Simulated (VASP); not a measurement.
All values below come from revTPSS meta-GGA, VASP's PBE PAW potentials (set 64) (plane waves; VASP).

A VASP calculation is set up with these files.

File POSCAR:
```
SnO
1
    3.8686684579     0.0000000000     0.0000000000
    0.0000000000     3.8686684579     0.0000000000
    0.0000000000     0.0000000000     4.7284863469
Sn O
2 2
Direct
  0.5000000000   0.0000000000   0.7523147289
  0.0000000000   0.5000000000   0.2476852711
  0.5000000000   0.5000000000   0.0000000000
  0.0000000000   0.0000000000   0.0000000000
```

INCAR:
```
ALGO = Normal
EDIFF = 1E-7
EDIFFG = -0.01
ENCUT = 520
IBRION = 2
ISIF = 4
ISMEAR = 0
LASPH = .True.
LCHARG = .False.
LMAXMIX = 4
LMIXTAU = .True.
LREAL = .False.
LWAVE = .False.
METAGGA = RTPSS
NELM = 100
NSW = 30
PREC = Accurate
SIGMA = 0.05
SYSTEM = SnO
```

KPOINTS:
```
Automatic mesh
0
gamma
6 6 5
```

POTCAR, in this order: Sn_d O (PBE.64 set). Program: vasp_std.

**Question.** What will the output report for the number of irreducible k-points (NKPTS), largest plane-wave count, number of space-group operations, FFT grid (NGX, NGY, NGZ)?

**Answer.** 
- number of irreducible k-points (NKPTS): 30
- largest plane-wave count: 1932
- number of space-group operations: 16
- FFT grid (NGX, NGY, NGZ): 30 × 30 × 36

The compound is SnO in the litharge structure. This cell is one point of a volume scan, at 1.03 of the reference volume. Symmetry was kept, so distortions that lower it aren't found.
